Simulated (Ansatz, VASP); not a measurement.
**Hf2BeCl: VASP beside Ansatz**

```
Hf Be Cl
1.0
     3.23086    0.00000    0.00000
    -1.61543    2.79801    0.00000
     0.00000    0.00000    7.84492
Hf Be Cl
2 1 1
Direct
  0.00000 0.00000 0.74000
  0.00000 0.00000 0.26000
  0.33333 0.66667 0.50000
  0.33333 0.66667 0.00000
```

Alike in both runs: functional PBE; k mesh 6 × 6 × 4; occupations gaussian, width 0.1 eV; no spin polarisation.

Ansatz relaxed the structure, and its values are those at the end. VASP's run is a single point on that final structure, the one shown.

|  | VASP | Ansatz |
| --- | --- | --- |
| version | VASP 6.6.1 | Ansatz 0.2.0 |
| potentials or method | VASP PAW PBE potentials, release 64 (Hf_pv, Be, Cl) | scalar-relativistic, plane waves, PAW |
| plane-wave cutoff (eV) | 520 | 420 |
| valence electrons in the cell | 29 | 61 |

Ansatz gave:

```
gap on the k mesh at the Fermi level (eV) : none
pressure (GPa)                            : -0.1
rms of the force components (eV/Å)        : 0.004
```

Task: Estimate VASP's values.

Result: gap on the k mesh at the Fermi level (eV): none; pressure (GPa): -0.5; rms of the force components (eV/Å): 0.003.

A gap of «none» marks a metal or a gap that the smearing closes. The two sets of potentials don't hold the same shells in valence.

Caveats: the k mesh is coarse (spacing up to 0.37 Å⁻¹), so the values aren't converged; an odd number of electrons without spin polarisation forces a metal; a magnetic or distorted state may lie lower. Spin-orbit coupling is left out, which matters for the levels of Hf.
